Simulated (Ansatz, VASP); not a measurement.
# SiC (Moissanite 3C) in two plane-wave programs, part 2 of 2

Aim: how closely do two programs agree when they are given the same cell, functional and k mesh? The structure shown comes from an earlier Ansatz run, which isn't shown and may have moved the atoms alone.

VASP 6.6.1 and Ansatz 0.2.0.

So far: Starting point; Ansatz: elastic constants, LDA.

**3. VASP: elastic constants, LDA**

Level of this step: LDA; plane waves and PAW (Si, C) (VASP).

The same cell, functional (in two slightly different forms) and mesh now go to VASP, with its own data sets.

Lines of VASP's logs that name or quote its potential files are left out, and so is its time.

File INCAR:

```
SYSTEM = SiC
PREC = Accurate
ENCUT = 600
EDIFF = 1E-08
NELM = 120
ISMEAR = 0
SIGMA = 0.01
LREAL = .FALSE.
ALGO = Normal
GGA = CA
NBANDS = 10
LORBIT = 11
LWAVE = .FALSE.
LCHARG = .FALSE.
ISIF = 3
IBRION = 6
NFREE = 2
POTIM = 0.015
NSW = 1
LASPH = .TRUE.
GGA_COMPAT = .FALSE.
EFERMI = MIDGAP
```

File POSCAR:

```
SiC
1.0
    0.0000000000      2.1738329148      2.1738329148
    2.1738329148      0.0000000000      2.1738329148
    2.1738329148      2.1738329148      0.0000000000
Si C
1 1
Direct
    0.0000000000      0.0000000000      0.0000000000
    0.2500000000      0.2500000000      0.2500000000
```

File KPOINTS:

```
Automatic mesh
0
Gamma
6 6 6
0 0 0
```

The projector-augmented-wave data sets are Si and C (LDA family, release 64).

Started as:

```sh
$ mpirun -np 1 vasp_std
```

Numbers of over 12 decimals in the logs are rounded to 6 here.

The program printed:

```text
[banner, memory and clock lines left out]
running    1 mpi-ranks, on    1 nodes
 distrk:  each k-point on    1 cores,    1 groups
 distr:  one band on    1 cores,    1 groups

 POSCAR found type information on POSCAR SiC
 POSCAR found :  2 types and       2 ions
 LDA part: xc-table for (Slater(with rela. corr.)+CA(PZ))
 , standard interpolation
 POSCAR, INCAR and KPOINTS ok, starting setup
 FFT: planning ... GRIDC
 FFT: planning ... GRID_SOFT
 FFT: planning ... GRID
 WAVECAR not read
 entering main loop
       N       E                     dE             d eps       ncg     rms          rms(c)
DAV:   1     0.574188044719E+01    0.57419E+01   -0.42853E+03   320   0.753E+02
DAV:   2    -0.180416368352E+02   -0.23784E+02   -0.23420E+02   450   0.124E+02
DAV:   3    -0.186924392339E+02   -0.65080E+00   -0.64945E+00   380   0.186E+01
DAV:   4    -0.186953469679E+02   -0.29077E-02   -0.29075E-02   362   0.154E+00
DAV:   5    -0.186953615709E+02   -0.14603E-04   -0.14603E-04   372   0.106E-01    0.914E+00
DAV:   6    -0.167260399738E+02    0.19693E+01   -0.75010E+00   330   0.131E+01    0.401E+00
DAV:   7    -0.166531077404E+02    0.72932E-01   -0.38237E-01   374   0.387E+00    0.179E+00
DAV:   8    -0.166323714584E+02    0.20736E-01   -0.27413E-02   330   0.107E+00    0.176E-01
DAV:   9    -0.166320064748E+02    0.36498E-03   -0.18291E-03   402   0.249E-01    0.959E-02
DAV:  10    -0.166320216602E+02   -0.15185E-04   -0.10969E-04   338   0.712E-02    0.314E-02
DAV:  11    -0.166320220901E+02   -0.42995E-06   -0.35321E-06   374   0.124E-02    0.120E-02
DAV:  12    -0.166320218657E+02    0.22444E-06   -0.63679E-07   338   0.420E-03    0.596E-04
DAV:  13    -0.166320218655E+02    0.15552E-09   -0.23577E-08   330   0.103E-03
   1 F= -.16632022E+02 E0= -.16632022E+02  d E =0.000000E+00
[... from here on, the cycles between the ionic steps are left out ...]
   2 F= -.16621391E+02 E0= -.16621391E+02  d E =0.000000E+00
   3 F= -.16631379E+02 E0= -.16631379E+02  d E =0.000000E+00
   8 F= -.16628082E+02 E0= -.16628082E+02  d E =0.000000E+00
   9 F= -.16628082E+02 E0= -.16628082E+02  d E =0.000000E+00
  10 F= -.16628082E+02 E0= -.16628082E+02  d E =0.000000E+00
  11 F= -.16628082E+02 E0= -.16628082E+02  d E =0.000000E+00
  12 F= -.16628082E+02 E0= -.16628082E+02  d E =0.000000E+00
  13 F= -.16628082E+02 E0= -.16628082E+02  d E =0.000000E+00
  14 F= -.16629869E+02 E0= -.16629869E+02  d E =0.000000E+00
  15 F= -.16629869E+02 E0= -.16629869E+02  d E =0.000000E+00
  16 F= -.16629869E+02 E0= -.16629869E+02  d E =0.000000E+00
 Finite differences progress:
  Degree of freedom:   8/  8
  Displacement:        1/  2
  Total:              15/ 16
 bond charge predicted
       N       E                     dE             d eps       ncg     rms          rms(c)
DAV:   1    -0.166326976127E+02   -0.28287E-02   -0.15939E+00   924   0.910E+00    0.354E-01
DAV:   2    -0.166307038115E+02    0.19938E-02   -0.12703E-02  1056   0.909E-01    0.146E-01
DAV:   3    -0.166298567574E+02    0.84705E-03   -0.28341E-03  1064   0.356E-01    0.268E-02
DAV:   4    -0.166298707423E+02   -0.13985E-04   -0.18025E-04  1032   0.110E-01    0.166E-02
DAV:   5    -0.166298689417E+02    0.18007E-05   -0.28409E-06  1070   0.124E-02    0.324E-03
DAV:   6    -0.166298689120E+02    0.29684E-07   -0.20909E-07  1054   0.319E-03    0.808E-04
DAV:   7    -0.166298689123E+02   -0.32514E-09   -0.55447E-09   568   0.552E-04
  17 F= -.16629869E+02 E0= -.16629869E+02  d E =0.000000E+00
 Finite differences progress:
  Degree of freedom:   8/  8
  Displacement:        2/  2
  Total:              16/ 16
```

Parts of OUTCAR (step 3):

```text
ion  position               nearest neighbor table
   1  0.000  0.000  0.000-   2 1.88   2 1.88   2 1.88   2 1.88
   2  0.250  0.250  0.250-   1 1.88   1 1.88   1 1.88   1 1.88

  LATTYP: Found a face centered cubic cell.
 ALAT       =     4.3476658296

 Subroutine GETGRP returns: Found 24 space group operations
 (whereof 24 operations were pure point group operations)

The static configuration has the point symmetry T_d .

 Found     16 irreducible k-points:

   k-points           NKPTS =     16   k-points in BZ     NKDIM =     16   number of bands    NBANDS=     10

   dimension x,y,z NGX =    28 NGY =   28 NGZ =   28
   dimension x,y,z NGXF=    56 NGYF=   56 NGZF=   56

   ENCUT  =  600.0 eV  44.10 Ry    6.64 a.u.   6.14  6.14  6.14*2*pi/ulx,y,z

   NELECT =       8.0000    total number of electrons

 k-points in reciprocal lattice and weights: Automatic mesh
   0.00000000  0.00000000  0.00000000       0.005
   0.16666667  0.00000000  0.00000000       0.037
   0.33333333  0.00000000  0.00000000       0.037
   0.50000000  0.00000000  0.00000000       0.019
   0.16666667  0.16666667  0.00000000       0.028
   0.33333333  0.16666667  0.00000000       0.111
   0.50000000  0.16666667  0.00000000       0.111
  -0.33333333  0.16666667  0.00000000       0.111
  -0.16666667  0.16666667  0.00000000       0.056
[...]
-0.33333333  0.33333333  0.16666667       0.111
  -0.33333333  0.50000000  0.16666667       0.056

 average (electrostatic) potential at core
       1 -81.8336       2 -48.9167

 E-fermi :   8.8307

 k-point     1 :       0.0000    0.0000    0.0000
  band No.  band energies     occupation
      1      -7.2255      2.00000
      2       8.0775      2.00000
      3       8.1501      2.00000
      4       8.2204      2.00000
      5      14.5216      0.00000
      6      15.3552      0.00000
      7      15.3845      0.00000
      8      15.4158      0.00000
      9      22.6443      0.00000
    ...

 k-point     2 :       0.1667    0.0000    0.0000
  band No.  band energies     occupation
      1      -6.6805      2.00000
      2       5.7592      2.00000
      3       7.7919      2.00000
      4       7.8839      2.00000
      5      14.5141      0.00000
      6      15.8715      0.00000
      7      15.9404      0.00000
      8      16.4931      0.00000
      9      21.0546      0.00000
    ...

 k-point     3 :       0.3333    0.0000    0.0000
  band No.  band energies     occupation
      1      -5.1302      2.00000
      2       1.9442      2.00000
      3       7.2718      2.00000
      4       7.3636      2.00000
      5      13.8468      0.00000
      6      15.6789      0.00000
      7      15.7900      0.00000
      8      17.9860      0.00000
      9      22.3139      0.00000
    ...

  Total       -0.3351385     -0.3298951     -0.3298951      0.0000000      0.1192750      0.0000000
  in kB      -26.1352350    -25.7263344    -25.7263344      0.0000000      9.3014700      0.0000000
  external PRESSURE =     -25.8626346 kB  Pullay stress =       0.0000000 kB

  energy-cutoff  :      600.00
  volume of cell :       20.55
      direct lattice vectors                 reciprocal lattice vectors
     0.000000000  2.173832915  2.173832915    -0.230008478  0.230008478  0.230008478
     2.173832915  0.000000000  2.173832915     0.230008478 -0.230008478  0.230008478
     2.173832915  2.173832915  0.000000000     0.230008478  0.230008478 -0.230008478

 POSITION                                       TOTAL-FORCE (eV/Angst)
 -----------------------------------------------------------------------------------
      0.00000      0.00000      0.00000        -0.287014      0.000000      0.000000
      1.07192      1.08692      1.08692         0.287014      0.000000      0.000000
 -----------------------------------------------------------------------------------
    total drift:                               -0.000023      0.000000      0.000000

  FREE ENERGIE OF THE ION-ELECTRON SYSTEM (eV)
  ---------------------------------------------------
  free  energy   TOTEN  =       -16.6298689123 eV

  energy  without entropy=      -16.6298689123  energy(sigma->0) =      -16.62986891

  SYMMETRIZED ELASTIC MODULI (kBar)
 Direction    XX          YY          ZZ          XY          YZ          ZX
 --------------------------------------------------------------------------------
 XX        3932.2389   1347.8956   1347.8956      0.0000      0.0000      0.0000
 YY        1347.8956   3932.2389   1347.8956      0.0000      0.0000     -0.0000
 ZZ        1347.8956   1347.8956   3932.2389     -0.0000      0.0000      0.0000
 XY           0.0000      0.0000     -0.0000   2731.7792      0.0000      0.0000
 YZ           0.0000      0.0000      0.0000      0.0000   2731.7792      0.0000
 ZX           0.0000     -0.0000      0.0000      0.0000      0.0000   2731.7792
 --------------------------------------------------------------------------------

 Eigenvectors and eigenvalues of the dynamical matrix
 ----------------------------------------------------

   1 f  =   23.576776 THz   148.137250 2PiTHz  786.436583 cm-1    97.505665 meV
             X         Y         Z           dx          dy          dz
      0.000000  0.000000  0.000000     0.000000    0.547330    0.000000
      1.086916  1.086916  1.086916    -0.000000   -0.836917    0.000000

   2 f  =   23.576776 THz   148.137250 2PiTHz  786.436583 cm-1    97.505665 meV
             X         Y         Z           dx          dy          dz
      0.000000  0.000000  0.000000     0.000000    0.000000   -0.547330
      1.086916  1.086916  1.086916     0.000000    0.000000    0.836917

   3 f  =   23.576776 THz   148.137250 2PiTHz  786.436583 cm-1    97.505665 meV
             X         Y         Z           dx          dy          dz
      0.000000  0.000000  0.000000     0.547330   -0.000000    0.000000
      1.086916  1.086916  1.086916    -0.836917    0.000000    0.000000

   4 f/i=    0.000369 THz     0.002319 2PiTHz    0.012310 cm-1     0.001526 meV
             X         Y         Z           dx          dy          dz
      0.000000  0.000000  0.000000    -0.161043   -0.821276    0.000000
      1.086916  1.086916  1.086916    -0.105320   -0.537102    0.000000

   5 f/i=    0.000369 THz     0.002319 2PiTHz    0.012310 cm-1     0.001526 meV
             X         Y         Z           dx          dy          dz
      0.000000  0.000000  0.000000     0.000000    0.000000    0.836917
      1.086916  1.086916  1.086916     0.000000    0.000000    0.547330

   6 f/i=    0.000369 THz     0.002319 2PiTHz    0.012310 cm-1     0.001526 meV
             X         Y         Z           dx          dy          dz
      0.000000  0.000000  0.000000     0.821276   -0.161043    0.000000
      1.086916  1.086916  1.086916     0.537102   -0.105320    0.000000

 ELASTIC MODULI CONTR FROM IONIC RELAXATION (kBar)
 Direction    XX          YY          ZZ          XY          YZ          ZX
 --------------------------------------------------------------------------------
 XX          -0.0000     -0.0000     -0.0000      0.0000      0.0000      0.0000
 YY          -0.0000     -0.0000     -0.0000      0.0000      0.0000      0.0000
 ZZ          -0.0000     -0.0000     -0.0000      0.0000      0.0000      0.0000
 XY           0.0000      0.0000      0.0000   -257.5696     -0.0000     -0.0000
 YZ           0.0000      0.0000      0.0000     -0.0000   -257.5696      0.0000
 ZX           0.0000      0.0000      0.0000     -0.0000      0.0000   -257.5696
 --------------------------------------------------------------------------------

 TOTAL ELASTIC MODULI (kBar)
 Direction    XX          YY          ZZ          XY          YZ          ZX
 --------------------------------------------------------------------------------
 XX        3932.2389   1347.8956   1347.8956      0.0000      0.0000      0.0000
 YY        1347.8956   3932.2389   1347.8956      0.0000      0.0000     -0.0000
 ZZ        1347.8956   1347.8956   3932.2389     -0.0000      0.0000      0.0000
 XY           0.0000      0.0000     -0.0000   2474.2096     -0.0000     -0.0000
 YZ           0.0000      0.0000      0.0000     -0.0000   2474.2096      0.0000
 ZX           0.0000     -0.0000      0.0000     -0.0000      0.0000   2474.2096
 --------------------------------------------------------------------------------

 total charge
# of ion       s       p       d       tot
------------------------------------------
    1        0.713   0.988   0.000   1.702
    2        0.826   1.720   0.000   2.546
--------------------------------------------------
tot          1.540   2.708   0.000   4.248

[... 3 further parts left out ...]
```

CONTCAR:

```
SiC
   1.00000000000000
     0.0000000000000000    2.1738329148000002    2.1738329148000002
     2.1738329148000002    0.0000000000000000    2.1738329148000002
     2.1738329148000002    2.1738329148000002    0.0000000000000000
  Si              C
     1     1
Direct
     0.0000000000000000    0.0000000000000000    0.0000000000000000
     0.2534501271688997    0.2465498728311003    0.2465498728311003
```

Levels, forces or a CONTCAR printed for this step are those of its last displaced cell, not of the structure at rest.

**4. Side by side**

Known differences besides the potentials themselves: the two LDA forms differ slightly; fixed occupations in Ansatz, narrow Gaussian smearing in VASP; the cutoff is 260 eV in Ansatz and 600 eV in VASP; VASP's log shows a relativistic correction to its local exchange, Ansatz's none; VASP takes each elastic constant from one size of strain, Ansatz from those that its log lists; Ansatz's log warns that its cutoff lies below the recommended one. Total energies have different zeros and are not compared.

Compared:

```tsv
quantity	Ansatz	VASP	difference
C11 (GPa)	458.9	393.2	+16.71 %
C22 (GPa)	458.9	393.2	+16.71 %
C33 (GPa)	458.9	393.2	+16.71 %
C12 (GPa)	171.1	134.8	+26.94 %
C13 (GPa)	171.1	134.8	+26.94 %
C23 (GPa)	171.1	134.8	+26.94 %
C44 (GPa)	266.0	247.4	+7.49 %
C55 (GPa)	266.0	247.4	+7.49 %
C66 (GPa)	266.0	247.4	+7.49 %
```

**5. Summary of results**

| Property | Result |
| --- | --- |
| difference in C12 (elastic constants, LDA) | 27 % |

**Reading.** The difference in C12 is 27 % (elastic constants, LDA), beyond the 5 % picked in this series as the mark of a large difference. Ansatz's own log doubts the convergence of its elastic constants, LDA run, which may account for the difference. Such differences can come from data sets, numerical settings and the points named under the comparisons, not from the functional's error against experiment.

[Lines on the potential files, build, host, timing and source positions are cut from VASP's logs without a mark.]

[Logs are printed without paths, hosts, clocks, repeated set-up lines and the standing remarks that a program may print on its own settings, such as how far it seeks lower states.]

[Hosts, paths, dates, database ids (printed as entryN), source tags and the programs' standing remarks are cut or masked in the printed files.]
